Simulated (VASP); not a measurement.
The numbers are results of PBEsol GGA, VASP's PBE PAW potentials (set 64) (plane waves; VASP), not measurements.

The input files of a VASP run:

**POSCAR**
```
TaAs
18.5528360
  0.1617008288   0.0000000000   0.0000000000
 -0.0808504144   0.1400370230   0.0000000000
  0.0000000000   0.0000000000   0.5000000052
Ta As
2 2
Cart
 -0.0000000808   0.0933580620   0.0236985867
  0.0808504953   0.0466789610   0.2736985893
 -0.0000000808   0.0933580620   0.1638014153
  0.0808504953   0.0466789610   0.4138014179
```

KPOINTS:
```
Automatic
0
G
  13 13 4
```

### INCAR
```
SYSTEM = TaAs
PREC = Accurate; ENCUT = 400; LREAL = F
LASPH = T
EDIFF = 1E-7; NELM = 100; ALGO = Normal
LMAXMIX = 6
ISMEAR = -5
GGA = PS
ISIF = 2
LWAVE = F; LCHARG = T; LORBIT = 11
NEDOS = 601
LEFG = T
```

POTCAR, in this order: Ta_pv As (PBE.64 set). Program: vasp_std.

Output

**OSZICAR**
```
       N       E                     dE             d eps       ncg     rms          rms(c)
DAV:   1     0.204792856189E+03    0.20479E+03   -0.14768E+04  2536   0.126E+03
DAV:   2    -0.260820237848E+02   -0.23087E+03   -0.22478E+03  2952   0.346E+02
DAV:   3    -0.355724687789E+02   -0.94904E+01   -0.89886E+01  3332   0.609E+01
DAV:   4    -0.357614361915E+02   -0.18897E+00   -0.18624E+00  3112   0.778E+00
DAV:   5    -0.357655844271E+02   -0.41482E-02   -0.41091E-02  3260   0.954E-01    0.192E+01
DAV:   6    -0.349276326675E+02    0.83795E+00   -0.22317E+00  3248   0.102E+01    0.929E+00
DAV:   7    -0.347033836132E+02    0.22425E+00   -0.78571E-01  3172   0.548E+00    0.184E+00
DAV:   8    -0.346709861153E+02    0.32397E-01   -0.15264E-01  3176   0.225E+00    0.388E-01
DAV:   9    -0.346696772615E+02    0.13089E-02   -0.71172E-03  3044   0.606E-01    0.139E-01
DAV:  10    -0.346694603331E+02    0.21693E-03   -0.10581E-03  3176   0.258E-01    0.424E-02
DAV:  11    -0.346694699818E+02   -0.96487E-05   -0.11879E-04  3228   0.838E-02    0.299E-02
DAV:  12    -0.346694617044E+02    0.82773E-05   -0.20398E-05  3136   0.365E-02    0.550E-03
DAV:  13    -0.346694626357E+02   -0.93126E-06   -0.91327E-07  3040   0.828E-03    0.116E-03
DAV:  14    -0.346694627693E+02   -0.13361E-06   -0.91036E-08  1784   0.238E-03    0.328E-04
DAV:  15    -0.346694627031E+02    0.66204E-07   -0.17490E-08  1652   0.112E-03
   1 F= -.34669463E+02 E0= -.34669463E+02  d E =0.000000E+00
```

### OUTCAR
```
------------------------ aborting loop because EDIFF is reached ----------------------------------------
  FORCE on cell =-STRESS in cart. coord.  units (eV):
  Direction    XX          YY          ZZ          XY          YZ          ZX
  --------------------------------------------------------------------------------------
  Total        0.0783631      0.0783631     -0.0899332      0.0000000      0.0000000      0.0000000
  in kB        1.7364656      1.7364656     -1.9928495      0.0000000      0.0000000      0.0000000
  external PRESSURE =       0.4933605 kB  Pullay stress =       0.0000000 kB
  volume of cell :       72.30
      direct lattice vectors                 reciprocal lattice vectors
     3.000008959  0.000000000  0.000000000     0.333332338  0.192449519  0.000000000
    -1.500004479  2.598083921  0.000000000     0.000000000  0.384899037  0.000000000
     0.000000000  0.000000000  9.276418097     0.000000000  0.000000000  0.107800230
 POSITION                                       TOTAL-FORCE (eV/Angst)
 -----------------------------------------------------------------------------------
     -0.00000      1.73206      0.43968         0.000000     -0.000000      0.025233
      1.50001      0.86603      5.07789        -0.000000      0.000000      0.025233
     -0.00000      1.73206      3.03898        -0.000000      0.000000     -0.025233
      1.50001      0.86603      7.67719         0.000000     -0.000000     -0.025233
 -----------------------------------------------------------------------------------
    total drift:                               -0.000680      0.000392     -0.000461
  FREE ENERGIE OF THE ION-ELECTRON SYSTEM (eV)
  ---------------------------------------------------
  free  energy   TOTEN  =       -34.6694627031 eV

  energy  without entropy=      -34.6694627031  energy(sigma->0) =      -34.66946270

 total charge

# of ion       s       p       d       tot
------------------------------------------
    1        0.340   6.154   2.381   8.876
    2        0.340   6.154   2.381   8.876
    3        1.262   1.454   0.076   2.792
    4        1.262   1.454   0.076   2.792
--------------------------------------------------
tot          3.205  15.216   4.915  23.336
```
(Selected blocks of OUTCAR.)

File OUTCAR:
```
 val. band max:        6.3182644904   @ k =   0.4615   0.0000   0.5000

 cond. band min:       6.0945995776   @ k =   0.2308   0.1538   0.5000


 Fermi energy:         6.2104287819

 k-point     1 :       0.0000    0.0000    0.0000
  band No.  band energies     occupation
      1     -28.2280      2.00000
      2     -28.2166      2.00000
      3     -27.6159      2.00000
      4     -27.6159      2.00000
      5     -27.6154      2.00000
      6     -27.6154      2.00000
      7      -7.7987      2.00000
      8      -7.0581      2.00000
      9      -1.4514      2.00000
     10       0.9271      2.00000
     11       2.9747      2.00000
     12       3.6780      2.00000
     13       6.5767      0.00000
     14       6.5767      0.00000
     15       6.6345      0.00000
     16       6.6345      0.00000
     17       8.4429      0.00000
     18       8.4429      0.00000
     19       9.1607      0.00000
     20       9.1607      0.00000

 k-point     2 :       0.0769    0.0000    0.0000
  band No.  band energies     occupation
      1     -28.2208      2.00000
      2     -28.2098      2.00000
      3     -27.6609      2.00000
      4     -27.6605      2.00000
      5     -27.6262      2.00000
      6     -27.6257      2.00000
      7      -7.6739      2.00000
      8      -6.9508      2.00000
      9      -1.2743      2.00000
     10       1.0935      2.00000
     11       3.0111      2.00000
     12       3.7901      2.00000
     13       6.2969      0.81568
     14       6.3560      0.60062
     15       6.7189      0.00000
     16       6.7968      0.00000
     17       8.0616      0.00000
     18       8.2740      0.00000
     19       8.6441      0.00000
     20       9.0707      0.00000

 k-point     3 :       0.1538    0.0000    0.0000
  band No.  band energies     occupation
      1     -28.2008      2.00000
      2     -28.1908      2.00000
      3     -27.7839      2.00000
      4     -27.7835      2.00000
      5     -27.6546      2.00000
...
```

For a metal the tetrahedron method with Blöchl corrections gives inexact stress and forces. Unless said otherwise, spin-orbit coupling is left out, though it shifts the bands of the heavy elements here.

The structure was generated: TaAs was put into the wurtzite type (P6_3mc), which need not be its known phase. It was relaxed first, which changed the volume by -51 %.
